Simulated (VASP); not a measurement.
Here is the system:

```xyz
2
Lattice="0.0000 2.5773 2.5773 2.5773 0.0000 2.5773 2.5773 2.5773 0.0000" Properties=species:S:1:pos:R:3 pbc="T T T"
Sr     0.0000     0.0000     0.0000
O      2.5773     2.5773     2.5773
```

All values below come from r2SCAN+rVV10, VASP's PBE PAW potentials (set 64) (plane waves; VASP). Numerical set-up: 520 eV cut-off, 9×9×9 Γ-centred mesh, Gaussian smearing of 0.050 eV, potentials Sr_sv O.

Task: Give the energy at these volumes per atom, relative to the lowest: 16.07, 16.58, 17.10, 17.61, 18.12 Å³.

Result: 21.6, 5.3, 0.0, 4.0, 15.9 meV/atom. A third-order Birch-Murnaghan fit gives B0 = 96.2 GPa and B0′ = 4.5.

Measured: bulk modulus 91.0 GPa at 300 K (computed value off by +5.7 %), a 5.160 Å at 300 K (computed value off by -0.1 %), as given by Juan A. Santana et al., The Journal of Chemical Physics (2016), arXiv:1608.06321. The calculation is for a static lattice, while the measured bulk modulus, a hold thermal and zero-point effects, which are part of the difference.

The compound is SrO in the rock salt structure. It was relaxed first.
